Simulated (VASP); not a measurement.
Computed with PBEsol GGA, VASP's PBE PAW potentials (set 64) (plane waves; VASP 6.6.1).

Input for VASP

**INCAR**
```
# general
SYSTEM  = KI
PREC    = Accurate
ENCUT   = 400
LREAL   = .FALSE.
LASPH   = .TRUE.

# electronic loop
EDIFF   = 1E-6
NELM    = 100
ALGO    = Normal
LMAXMIX = 4

# smearing
ISMEAR  = 0
SIGMA   = 0.05

# functional
GGA     = PS

# ions
IBRION  = 2
NSW     = 60
ISIF    = 3
EDIFFG  = -0.01

# output
LWAVE   = .FALSE.
LCHARG  = .FALSE.
```

File KPOINTS:
```
Automatic mesh
0
G
  6 6 6
0 0 0
```

### POSCAR
```
KI
1
    0.0000000000     3.5350000000     3.5350000000
    3.5350000000     0.0000000000     3.5350000000
    3.5350000000     3.5350000000     0.0000000000
K I
1 1
Direct
  0.0000000000   0.0000000000   0.0000000000
  0.5000000000   0.5000000000   0.5000000000
```

POTCAR, in this order: K_sv I (PBE.64 set). Program: vasp_std.

Energy and stress use the plane-wave basis of the starting cell. Unless said otherwise, spin-orbit coupling is left out, though it shifts the bands of the heavy elements here.

**Question.** Predict the energy per atom (σ→0), volume per atom, band gap (on the k-mesh).

**Answer.** 
```yaml
energy per atom (σ→0): -280.6 kJ/mol-atom
band gap (on the k-mesh): 3.86 eV
volume_per_atom: 43.25 Å³/atom
```

### OSZICAR
```
...
DAV:   1    -0.582668661544E+01   -0.10944E-01   -0.22965E-01   476   0.455E+00    0.646E-01
DAV:   2    -0.581855464714E+01    0.81320E-02   -0.18583E-02   488   0.128E+00    0.262E-01
DAV:   3    -0.581617414086E+01    0.23805E-02   -0.72910E-03   664   0.681E-01    0.214E-01
DAV:   4    -0.581625260955E+01   -0.78469E-04   -0.16354E-04   592   0.109E-01    0.806E-02
DAV:   5    -0.581626451210E+01   -0.11903E-04   -0.24781E-04   680   0.896E-02    0.189E-02
DAV:   6    -0.581626584626E+01   -0.13342E-05   -0.20872E-06   412   0.143E-02    0.946E-03
DAV:   7    -0.581626646263E+01   -0.61637E-06   -0.66702E-07   308   0.769E-03
   3 F= -.58162665E+01 E0= -.58162665E+01  d E =-.177574E-02
```

The compound is KI in the rock salt structure. This run relaxes it. Symmetry was kept, so distortions that lower it aren't found.
